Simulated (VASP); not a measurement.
Data:

```yaml
crystal:
  lattice:
    - [0.00000, 2.63287, 2.63287]
    - [2.63287, 0.00000, 2.63287]
    - [2.63287, 2.63287, 0.00000]
  atoms:
    - { symbol: Sr, position: [0.00000, 0.00000, 0.00000] }
    - { symbol: O, position: [0.50000, 0.50000, 0.50000] }
```

Method: RPBE GGA, VASP's PBE PAW potentials (set 64) (plane waves; VASP). Run with 520 eV cut-off, Gaussian smearing of 0.050 eV, potentials Sr_sv O.

### Question
Give the energies of bands 6 to 11 at the high-symmetry points, in eV from the valence-band maximum.

### Answer

```
band     Γ      X      U      L      W
----  ----  -----  -----  -----  -----
6     0.00  -0.53  -0.90  -1.99  -1.01
7     0.00  -0.13  -0.54  -1.00  -0.49
8     0.00  -0.13  -0.54  -1.00  -0.49
9     3.67   3.41   4.78   6.33   5.91
10    6.11   7.33   7.63   8.05   5.91
11    6.11   9.67   8.20   8.46   8.11
```

The gap is indirect, 3.41 eV, from the valence maximum at Γ to the conduction minimum at X.

The compound is SrO in the rock salt structure. It was relaxed first, which changed the volume by +6 %.
